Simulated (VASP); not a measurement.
A run of VASP 6.6.1:

File INCAR:

```
SYSTEM = HPbNO4
PREC     = Accurate       ! precision mode
ENCUT    = 600            ! plane-wave cutoff, eV
EDIFF    = 1E-6           ! SCF threshold, eV
ISMEAR   = -1             ! smearing method
SIGMA    = 0.05           ! smearing width, eV
LREAL    = .FALSE.        ! projectors in reciprocal space
LASPH    = .TRUE.         ! aspherical terms in the spheres
NELM     = 60             ! most SCF steps
ALGO     = Normal         ! electronic algorithm
ISIF     = 3              ! what is computed and relaxed
LWAVE    = .FALSE.        ! write WAVECAR
LCHARG   = .FALSE.        ! write CHGCAR
GGA      = B5             ! functional
ALDAX    = 1.0          
AGGAX    = 1.0          
AGGAC    = 1.0          
ALDAC    = 0.0          
IBRION   = 2              ! ionic algorithm
NSW      = 60             ! ionic steps
EDIFFG   = -0.02          ! ionic threshold
KPAR     = 4
```

Contents of KPOINTS:

```
regular mesh
0
G
  6 5 4
  0 0 0
```

The input POSCAR:

```
HPbNO4
1.0
    4.9245300000      0.0000000000      0.0000000000
    0.0000000000      5.5972000000      0.0000000000
    0.0000000000      0.0000000000      7.2434700000
H Pb N O
2 2 2 8
Direct
    0.0000000000      0.5000000000      0.1931700000
    0.5000000000      0.0000000000      0.8068300000
    0.5000000000      0.5000000000      0.9525700000
    0.0000000000      0.0000000000      0.0474300000
    0.0000000000      0.0000000000      0.6365400000
    0.5000000000      0.5000000000      0.3634600000
    0.0000000000      0.5000000000      0.0586000000
    0.5000000000      0.0000000000      0.9414000000
    0.0000000000      0.1956900000      0.7299500000
    0.0000000000      0.8043100000      0.7299500000
    0.0000000000      0.0000000000      0.4675000000
    0.5000000000      0.6956900000      0.2700500000
    0.5000000000      0.3043100000      0.2700500000
    0.5000000000      0.5000000000      0.5325000000
```

Potentials or basis: VASP PAW PBE potentials, release 64 (H, Pb_d, N, O).

The run is started by

```console
$ cat potpaw_PBE.64/H/POTCAR potpaw_PBE.64/Pb_d/POTCAR potpaw_PBE.64/N/POTCAR potpaw_PBE.64/O/POTCAR > POTCAR
$ mpirun -np 4 vasp_std > vasp.out
```

Hardware: 4 MPI ranks on Intel(R) Xeon(R) 6975P-C (Granite Rapids), with other jobs on the host.

**Question.** Estimate the wall time of this run.

**Answer.** It took 29 min on 4 MPI ranks on Intel(R) Xeon(R) 6975P-C (Granite Rapids), on a shared host, peak memory 0.64 GiB a rank. Counts: scf iterations 238, k points 36, ion steps 36.
